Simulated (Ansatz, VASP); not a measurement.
# Two plane-wave programs on TiP

```
Ti P
1.0
     3.25416    0.00000    0.00000
    -1.62708    2.81819    0.00000
     0.00000    0.00000   20.00000
Ti P
2 2
Direct
  0.66667 0.33333 0.44126
  0.33333 0.66667 0.55874
  0.00000 0.00000 0.36060
  0.00000 0.00000 0.63940
```

Change from the starting cell: species swapped into a sheet of the TbBr type.

Alike in both runs: task single point; functional PBE; k mesh 6 × 6 × 1; occupations gaussian, width 0.1 eV; no spin polarisation.

|  | VASP | Ansatz |
| --- | --- | --- |
| version | VASP 6.6.1 | Ansatz 0.2.0 |
| potentials or method | VASP PAW PBE potentials, release 64 (Ti_sv, P) | scalar-relativistic, plane waves, PAW |
| plane-wave cutoff (eV) | 520 | 420 |
| valence electrons in the cell | 34 | 34 |

Ansatz gave:

- gap on the k mesh at the Fermi level (eV): none
- rms of the force components (eV/Å): 0.483

Problem. What did VASP give for the same quantities?

Solution. gap on the k mesh at the Fermi level (eV): none; rms of the force components (eV/Å): 0.473.

Atom by atom the forces differ by 0.010 eV/Å (rms over components). A gap of «none» marks a metal or a gap that the smearing closes. Ansatz warned: «slab_cell_height_set».

Caveats: the k mesh is coarse (spacing up to 0.37 Å⁻¹), so the values aren't converged.
